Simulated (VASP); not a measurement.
```
TiO2
1.0
    4.62502     0.00000     0.00000
    0.00000     4.62502     0.00000
    0.00000     0.00000     2.97320
Ti O
2 4
Direct
  0.00000   0.00000   0.00000
  0.50000   0.50000   0.50000
  0.30436   0.30436   0.00000
  0.80436   0.19564   0.50000
  0.19564   0.80436   0.50000
  0.69564   0.69564   0.00000
```

Calculation: TPSS meta-GGA, VASP's PBE PAW potentials (set 64) (plane waves; VASP). Run with 520 eV cut-off, 6×6×8 Γ-centred mesh, tetrahedra with Blöchl corrections, potentials Ti_sv O.

### Question
Give the energies of bands 14 to 27 at the high-symmetry points, in eV from the valence-band maximum.

### Answer

```
band      Γ      X      M      Z      R      A
----  -----  -----  -----  -----  -----  -----
14    -5.32  -4.93  -5.54  -4.51  -5.05  -4.74
15    -4.89  -3.74  -3.87  -3.73  -3.98  -4.61
16    -3.80  -3.74  -3.87  -3.73  -3.98  -4.61
17    -3.80  -3.24  -2.89  -3.65  -3.35  -3.54
18    -2.61  -3.24  -2.89  -3.65  -3.35  -3.54
19    -2.61  -3.08  -2.17  -2.80  -2.43  -2.77
20    -2.03  -3.08  -2.17  -2.80  -2.43  -2.77
21    -0.75  -1.68  -1.36  -2.35  -2.03  -1.28
22    -0.48  -1.68  -1.36  -2.35  -2.03  -1.28
23    -0.48  -0.75  -1.12  -1.46  -1.05  -0.70
24     0.00  -0.75  -1.12  -1.46  -1.05  -0.70
25     1.91   2.56   1.94   2.99   1.95   2.62
26     2.20   2.56   1.94   2.99   1.95   2.62
27     2.43   3.03   2.54   3.20   3.23   3.22
```

The gap is direct, 1.91 eV, from the valence maximum at Γ to the conduction minimum at Γ.

The compound is TiO2 in the rutile structure. It was relaxed first.
